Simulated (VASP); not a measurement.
# SiB2 (P2_1/m) in VASP: further runs, part 2 of 2

VASP 6.6.1.

## Step 3: Relaxation of cell and atoms, PBE

This run uses another cell than the first one, of 8.91 Å³/atom, 0.997 times its volume.

Contents of INCAR:

```
ALGO     = Normal         # electronic algorithm
EDIFF    = 1E-7           # SCF threshold, eV
EDIFFG   = -0.005         # ionic threshold
ENCUT    = 520            # plane-wave cutoff, eV
GGA      = PE             # functional
IBRION   = 2              # ionic algorithm
ISIF     = 3              # what is computed and relaxed
ISMEAR   = 0              # smearing method
KPAR     = 4            
LASPH    = T              # aspherical terms in the spheres
LCHARG   = F              # write CHGCAR
LREAL    = F              # projectors in reciprocal space
LWAVE    = F              # write WAVECAR
NELM     = 120            # most SCF steps
NSW      = 60             # ionic steps
POTIM    = 0.3            # step
PREC     = Accurate       # precision mode
SIGMA    = 0.1            # smearing width, eV
```

Contents of KPOINTS:

```
k-points
0
Gamma
  8 10 6
```

Contents of POSCAR:

```
SiB2                                    
1.0
    3.7759426618      0.0000000000      0.0189011142
    0.0000000000      2.9818512139      0.0000000000
   -1.7277261050      0.0000000000      4.7401160710
  Si              B             
     2     4
Direct
     0.7188933033004179    0.2500000000000000    0.7489813270651728
     0.2811066966995821    0.7500000000000000    0.2510186729348271
     0.1213793784198674    0.2500000000000000    0.5710017860705086
     0.3506705159634600    0.2500000000000000    0.9606907650580900
     0.6493294840365399    0.7500000000000000    0.0393092349419100
     0.8786206215801324    0.7500000000000000    0.4289982139294916
```

Potentials or basis: VASP PAW PBE potentials, release 64 (Si, B).

Started as:

```bash
$ cat potpaw_PBE.64/Si/POTCAR potpaw_PBE.64/B/POTCAR > POTCAR
$ mpirun -np 4 vasp_std > vasp.out
```

OUTCAR:

```text
EDIFF = 1E-7
   EDIFFG = -0.005
   ENCUT = 520
   GGA = PE
   IBRION = 2
   ISIF = 3
   ISMEAR = 0
   LASPH = T
   LREAL = F
   NELM = 120
   NSW = 60
   POTIM = 0.3
   PREC = Accurate

 ion  position               nearest neighbor table
   1  0.719  0.250  0.749-   3 2.01   4 2.02   3 2.13   5 2.17   5 2.17   4 2.26   6 2.42   6 2.42
                             2 2.91   2 2.91   2 3.08   2 3.08
   2  0.281  0.750  0.251-   6 2.01   5 2.02   6 2.13   4 2.17   4 2.17   5 2.26   3 2.42   3 2.42
                             1 2.91   1 2.91   1 3.08   1 3.08
   3  0.121  0.250  0.571-   6 1.77   6 1.77   4 1.86   1 2.01   1 2.13   2 2.42   2 2.42
   4  0.351  0.250  0.961-   5 1.83   5 1.83   3 1.86   1 2.02   2 2.17   2 2.17   1 2.26
   5  0.649  0.750  0.039-   4 1.83   4 1.83   6 1.86   2 2.02   1 2.17   1 2.17   2 2.26
   6  0.879  0.750  0.429-   3 1.77   3 1.77   5 1.86   2 2.01   2 2.13   1 2.42   1 2.42

  LATTYP: Found a simple monoclinic cell.
 ALAT       =     3.7759899679
 B/A-ratio  =     0.7896872712
 C/A-ratio  =     1.3361184215
 COS(beta)  =    -0.3377442968

  Lattice vectors:

 A1 = (   3.7759426618,   0.0000000000,   0.0189011142)
 A2 = (   0.0000000000,   2.9818512139,   0.0000000000)
[... 641 lines left out ...]
      3      -0.6449      2.00000
      4       1.0024      2.00000
      5       1.6085      2.00000
      6       3.0266      2.00000
      7       4.1720      2.00000
      8       4.3439      2.00000
      9       5.1298      2.00000
     10       5.7117      2.00000
     11      11.5340      0.00000
     12      12.5834      0.00000
     13      13.5042      0.00000
     14      14.8647      0.00000

 [... further k-points ...]

------------------------ aborting loop because EDIFF is reached ----------------------------------------

  FORCE on cell =-STRESS in cart. coord.  units (eV):
  Direction    XX          YY          ZZ          XY          YZ          ZX
  --------------------------------------------------------------------------------------
  -------------------------------------------------------------------------------------
  Total       -0.0098741     -0.0010275      0.0035458      0.0000000      0.0000000      0.0006525
  in kB       -0.2958827     -0.0307904      0.1062527      0.0000000      0.0000000      0.0195534
  external PRESSURE =      -0.0734735 kB  Pullay stress =       0.0000000 kB

 VOLUME and BASIS-vectors are now :
 -----------------------------------------------------------------------------
  energy-cutoff  :      520.00
  volume of cell :       53.47
      direct lattice vectors                 reciprocal lattice vectors
     3.775843387  0.000000000  0.018917548     0.264358776  0.000000000  0.096347747
     0.000000000  2.981749338  0.000000000     0.000000000  0.335373597  0.000000000
    -1.727661245  0.000000000  4.740353827    -0.001054989  0.000000000  0.210570218

 POSITION                                       TOTAL-FORCE (eV/Angst)
 -----------------------------------------------------------------------------------
      1.42060      0.74544      3.56404         0.001683      0.000000      0.001231
      0.62758      2.23631      1.19523        -0.001683     -0.000000     -0.001231
     -0.52822      0.74544      2.70886         0.003010     -0.000000     -0.002282
     -0.33577      0.74544      4.56076        -0.000745      0.000000      0.001647
      2.38396      2.23631      0.19851         0.000745     -0.000000     -0.001647
      2.57641      2.23631      2.05041        -0.003010      0.000000      0.002282
 -----------------------------------------------------------------------------------
    total drift:                                0.000000     -0.000000      0.000000

  FREE ENERGIE OF THE ION-ELECTRON SYSTEM (eV)
  ---------------------------------------------------
  free  energy   TOTEN  =       -35.4314337953 eV

  energy  without entropy=      -35.4259671743  energy(sigma->0) =      -35.42870048

 reached required accuracy - stopping structural energy minimisation
```

OSZICAR:

```text
N       E                     dE             d eps       ncg     rms          rms(c)
DAV:   1     0.406335726400E+02    0.40634E+02   -0.92571E+03  4368   0.128E+03
DAV:   2    -0.352223886284E+02   -0.75856E+02   -0.73390E+02  5808   0.200E+02
DAV:   3    -0.379457335922E+02   -0.27233E+01   -0.26938E+01  6000   0.365E+01
DAV:   4    -0.379643310532E+02   -0.18597E-01   -0.18590E-01  5310   0.343E+00
DAV:   5    -0.379645246509E+02   -0.19360E-03   -0.19357E-03  6054   0.299E-01    0.977E+00
DAV:   6    -0.356385920804E+02    0.23259E+01   -0.50063E+00  5148   0.131E+01    0.492E+00
DAV:   7    -0.354405283591E+02    0.19806E+00   -0.12164E+00  5830   0.673E+00    0.154E+00
DAV:   8    -0.354330470635E+02    0.74813E-02   -0.11108E-01  5166   0.226E+00    0.445E-01
DAV:   9    -0.354318801612E+02    0.11669E-02   -0.17307E-02  5298   0.856E-01    0.199E-01
DAV:  10    -0.354314098374E+02    0.47032E-03   -0.24864E-03  5196   0.356E-01    0.585E-02
DAV:  11    -0.354314340124E+02   -0.24175E-04   -0.15945E-04  5840   0.924E-02    0.150E-02
DAV:  12    -0.354314294201E+02    0.45923E-05   -0.18131E-05  5370   0.270E-02    0.826E-03
DAV:  13    -0.354314293802E+02    0.39931E-07   -0.88228E-07  5898   0.731E-03
   1 F= -.35431429E+02 E0= -.35428696E+02  d E =-.354314E+02
       N       E                     dE             d eps       ncg     rms          rms(c)
DAV:   1    -0.354314341743E+02   -0.47542E-05   -0.15665E-04  5070   0.970E-02    0.450E-03
DAV:   2    -0.354314340017E+02    0.17265E-06   -0.42359E-06  5742   0.168E-02    0.231E-03
DAV:   3    -0.354314338027E+02    0.19898E-06   -0.61178E-07  5376   0.565E-03    0.451E-04
DAV:   4    -0.354314337953E+02    0.73976E-08   -0.65464E-08  2940   0.207E-03
   2 F= -.35431434E+02 E0= -.35428700E+02  d E =-.441509E-05
```

Run time: 14 s. Hardware: 4 MPI ranks of Intel Xeon 6975P-C (Granite Rapids), shared host; peak memory 0.23 GiB.

What came out:

- Free energy: -35.4314 eV
- Energy gained by relaxing: 0.0 meV/atom
- Ionic steps: 2
- Pressure after relaxing: 0.0 GPa
- Largest force after relaxing: 0.004 eV/Å
- Band gap on the k mesh: none (metal or under the smearing width)

Forces on the atoms (eV/Å):
```
Si   0.002  0.000  0.001
Si  -0.002  0.000 -0.001
B    0.003  0.000 -0.002
B   -0.001  0.000  0.002
B    0.001  0.000 -0.002
B   -0.003  0.000  0.002
```

Final structure:
```
Si B
1.0
     3.77584    0.00000    0.01892
     0.00000    2.98175    0.00000
    -1.72766    0.00000    4.74035
Si B
2 4
Direct
  0.71894 0.25000 0.74898
  0.28106 0.75000 0.25102
  0.12135 0.25000 0.57096
  0.35065 0.25000 0.96071
  0.64935 0.75000 0.03929
  0.87865 0.75000 0.42904
```
